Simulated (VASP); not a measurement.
An input for Quantum ESPRESSO's pw.x (written as the equivalent of a VASP run, and not itself run):

```
&CONTROL
  calculation = 'scf'
  pseudo_dir = './pseudo'
  outdir = './out'
  tprnfor = .true.
  tstress = .true.
/
&SYSTEM
  ibrav = 0
  nat = 2
  ntyp = 1
  ecutwfc = 56.6
  occupations = 'smearing'
  smearing = 'gaussian'
  degauss = 0.01999
  input_dft = 'pz'
/
&ELECTRONS
  conv_thr = 7.3e-08
  electron_maxstep = 100
/
ATOMIC_SPECIES
  Ba 137.327 Ba.upf
CELL_PARAMETERS angstrom
     2.1564860   -3.9120800    0.0000000
     2.1564860    3.9120800    0.0000000
     0.0000000    0.0000000    7.2692680
ATOMIC_POSITIONS crystal
  Ba   0.6496000  0.3504000  0.7500000
  Ba   0.3504000  0.6496000  0.2500000
K_POINTS automatic
  6 6 3 0 0 0
```

Problem. Write the VASP files for the same calculation (LDA).

Solution. Several could match; the one computed here: 
### POSCAR
```
Ba
1
    2.1564860000    -3.9120800000     0.0000000000
    2.1564860000     3.9120800000     0.0000000000
    0.0000000000     0.0000000000     7.2692680000
Ba
2
Direct
  0.6496000000   0.3504000000   0.7500000000
  0.3504000000   0.6496000000   0.2500000000
```

INCAR:
```
! general
SYSTEM  = Ba
PREC    = Accurate
ENCUT   = 300
LREAL   = .False.
LASPH   = .True.

! electronic loop
EDIFF   = 1E-6
NELM    = 100
ALGO    = Normal
LMAXMIX = 4

! smearing
ISMEAR  = 0
SIGMA   = 0.272

! ions
ISIF    = 2

! output
LWAVE   = .False.
LCHARG  = .False.
```

File KPOINTS:
```
Automatic mesh
0
Gamma
6 6 3
0 0 0
```

POTCAR, in this order: Ba_sv (LDA.64 set). Program: vasp_std.

The two are equivalent in intent, not identical: the potentials are each code's own (VASP's PAW set, PseudoDojo norm-conserving files in pw.x), so ENCUT and ecutwfc are chosen apart and not converted; conv_thr bounds pw.x's estimated SCF error, while EDIFF bounds the energy change between steps.

The structure comes from a computed database's Ba entry (Cmcm); how it stands against other phases isn't given here. The cell was not relaxed at this level. The run is one of a series of settings (GGA removed, POTCAR Ba_sv (LDA.64 set) against the base run), some of them coarse on purpose.
